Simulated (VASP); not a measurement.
All values below come from PBE GGA, VASP's PBE PAW potentials (set 64) (plane waves; VASP).

The input files of a VASP run:

**KPOINTS**
```
kpoints
0
gamma
8 8 8
0 0 0
```

### INCAR
```
ISIF = 3   ! ions, shape and volume
EDIFFG = -0.02   ! ionic stop
LREAL = .FALSE.   ! projection in real space or not
ALGO = Normal
EDIFF = 1E-6
NSW = 60
LASPH = .TRUE.   ! aspherical one-centre terms
SYSTEM = Ni3Al
GGA = PE   ! PBE
ISPIN = 2   ! spin-polarised
LCHARG = .FALSE.
PREC = Accurate
ISMEAR = 1   ! Methfessel-Paxton
LORBIT = 10
IBRION = 2   ! conjugate gradients
MAGMOM = 0.0 3*0.5
LMAXMIX = 4   ! l cut-off of mixed one-centre charges
LWAVE = .FALSE.
SIGMA = 0.1   ! width (eV)
NELM = 100   ! most electronic steps
ENCUT = 400
```

POSCAR:
```
Ni3Al
1.0
  3.5597887216   0.0000000000   0.0000000000
  0.0000000000   3.5597887216   0.0000000000
  0.0000000000   0.0000000000   3.5597887216
Al Ni
1 3
Cartesian
  0.0000000000   0.0000000000   0.0000000000
  0.0000000000   1.7798943608   1.7798943608
  1.7798943608   0.0000000000   1.7798943608
  1.7798943608   1.7798943608   0.0000000000
```

POTCAR, in this order: Al Ni (PBE.64 set). Program: vasp_std.

The resulting files:

OSZICAR:
```
       N       E                     dE             d eps       ncg     rms          rms(c)
DAV:   1     0.169138206373E+03    0.16914E+03   -0.12225E+04  2956   0.164E+03
DAV:   2    -0.179400561063E+02   -0.18708E+03   -0.17906E+03  2945   0.328E+02
DAV:   3    -0.259260206669E+02   -0.79860E+01   -0.75631E+01  3279   0.939E+01
DAV:   4    -0.260636088700E+02   -0.13759E+00   -0.13716E+00  3418   0.110E+01
DAV:   5    -0.260684207624E+02   -0.48119E-02   -0.48116E-02  3528   0.194E+00    0.195E+01
DAV:   6    -0.270653235922E+02   -0.99690E+00   -0.66224E+01  3323   0.135E+02    0.214E+01
DAV:   7    -0.219267428217E+02    0.51386E+01   -0.19919E+01  3306   0.730E+01    0.252E+00
DAV:   8    -0.219164744723E+02    0.10268E-01   -0.42822E-01  3098   0.531E+00    0.158E+00
DAV:   9    -0.218967424074E+02    0.19732E-01   -0.48746E-02  3773   0.312E+00    0.564E-01
DAV:  10    -0.218965184499E+02    0.22396E-03   -0.35022E-03  3612   0.657E-01    0.144E-01
DAV:  11    -0.218964165322E+02    0.10192E-03   -0.29027E-04  3447   0.193E-01    0.848E-02
DAV:  12    -0.218963900850E+02    0.26447E-04   -0.10619E-04  3832   0.140E-01    0.445E-02
DAV:  13    -0.218963854834E+02    0.46017E-05   -0.13920E-05  3246   0.578E-02    0.147E-02
DAV:  14    -0.218963852282E+02    0.25522E-06   -0.46090E-06  3089   0.285E-02
   1 F= -.21896385E+02 E0= -.21895926E+02  d E =-.218964E+02  mag=     0.7547
       N       E                     dE             d eps       ncg     rms          rms(c)
DAV:   1    -0.219387818185E+02   -0.42396E-01   -0.40766E-01  3000   0.102E+01    0.193E+00
DAV:   2    -0.219530191044E+02   -0.14237E-01   -0.63274E-01  3355   0.130E+01    0.205E+00
DAV:   3    -0.218969322918E+02    0.56087E-01   -0.21641E-01  3319   0.785E+00    0.268E-01
DAV:   4    -0.218963651516E+02    0.56714E-03   -0.38399E-03  3134   0.569E-01    0.118E-01
DAV:   5    -0.218963524045E+02    0.12747E-04   -0.12413E-04  3880   0.126E-01    0.317E-02
DAV:   6    -0.218963546787E+02   -0.22742E-05   -0.16764E-05  3495   0.435E-02    0.169E-02
DAV:   7    -0.218963600190E+02   -0.53403E-05   -0.54147E-06  3168   0.243E-02    0.660E-03
DAV:   8    -0.218963608176E+02   -0.79853E-06   -0.10549E-06  1772   0.160E-02
   2 F= -.21896361E+02 E0= -.21895925E+02  d E =0.244106E-04  mag=     0.7586
       N       E                     dE             d eps       ncg     rms          rms(c)
DAV:   1    -0.219083050256E+02   -0.11945E-01   -0.11108E-01  2970   0.528E+00    0.100E+00
DAV:   2    -0.219119816610E+02   -0.36766E-02   -0.17212E-01  3324   0.684E+00    0.108E+00
DAV:   3    -0.218968953961E+02    0.15086E-01   -0.57164E-02  3310   0.404E+00    0.123E-01
DAV:   4    -0.218967847532E+02    0.11064E-03   -0.10200E-03  3084   0.272E-01    0.711E-02
DAV:   5    -0.218967476796E+02    0.37074E-04   -0.54990E-05  3981   0.107E-01    0.218E-02
DAV:   6    -0.218967453600E+02    0.23196E-05   -0.81459E-06  3891   0.336E-02    0.873E-03
DAV:   7    -0.218967446433E+02    0.71672E-06   -0.16283E-06  1962   0.164E-02
   3 F= -.21896745E+02 E0= -.21896297E+02  d E =-.359415E-03  mag=     0.7566
```

File OUTCAR:
```
------------------------ aborting loop because EDIFF is reached ----------------------------------------
  FORCE on cell =-STRESS in cart. coord.  units (eV):
  Direction    XX          YY          ZZ          XY          YZ          ZX
  --------------------------------------------------------------------------------------
  Total        0.0060814      0.0060814      0.0060814      0.0000000     -0.0000000     -0.0000000
  in kB        0.2152115      0.2152115      0.2152115      0.0000000     -0.0000000     -0.0000000
  external PRESSURE =       0.2152115 kB  Pullay stress =       0.0000000 kB
  volume of cell :       45.27
      direct lattice vectors                 reciprocal lattice vectors
     3.564094269  0.000000000 -0.000000000     0.280576193  0.000000000  0.000000000
     0.000000000  3.564094269 -0.000000000    -0.000000000  0.280576193 -0.000000000
    -0.000000000  0.000000000  3.564094269     0.000000000  0.000000000  0.280576193
 POSITION                                       TOTAL-FORCE (eV/Angst)
 -----------------------------------------------------------------------------------
      0.00000      0.00000      0.00000         0.000000     -0.000000      0.000000
     -0.00000      1.78205      1.78205        -0.000000      0.000000      0.000000
      1.78205      0.00000      1.78205        -0.000000      0.000000      0.000000
      1.78205      1.78205     -0.00000         0.000000     -0.000000      0.000000
 -----------------------------------------------------------------------------------
    total drift:                                0.000000     -0.000000     -0.000000
  FREE ENERGIE OF THE ION-ELECTRON SYSTEM (eV)
  ---------------------------------------------------
  free  energy   TOTEN  =       -21.8967446433 eV

  energy  without entropy=      -21.8954007019  energy(sigma->0) =      -21.89629666

 total charge

# of ion       s       p       d       tot
------------------------------------------
    1        0.408   0.391   0.000   0.800
    2        0.492   0.514   8.375   9.381
    3        0.492   0.514   8.375   9.381
    4        0.492   0.514   8.375   9.381
--------------------------------------------------
tot          1.885   1.933  25.124  28.942

 magnetization (x)

# of ion       s       p       d       tot
------------------------------------------
    1       -0.000  -0.008   0.000  -0.009
    2       -0.003  -0.010   0.283   0.270
    3       -0.003  -0.010   0.283   0.270
    4       -0.003  -0.010   0.283   0.270
--------------------------------------------------
tot         -0.010  -0.038   0.849   0.801

 reached required accuracy - stopping structural energy minimisation
```
(Selected blocks of OUTCAR.)

CONTCAR:
```
Ni3Al
   1.00000000000000
     3.5640942687744244    0.0000000000000000   -0.0000000000000000
     0.0000000000000000    3.5640942687744244   -0.0000000000000000
    -0.0000000000000000    0.0000000000000000    3.5640942687744244
  Al              Ni
     1     3
Direct
     0.0000000000000000    0.0000000000000000    0.0000000000000000
     0.0000000000000000    0.5000000000000000    0.5000000000000000
     0.5000000000000000    0.0000000000000000    0.5000000000000000
     0.5000000000000000    0.5000000000000000    0.0000000000000000
```

The compound is Ni3Al in the L1_2 structure. This run relaxes it. Symmetry was kept, so distortions that lower it aren't found. The start is the result of an earlier pass.
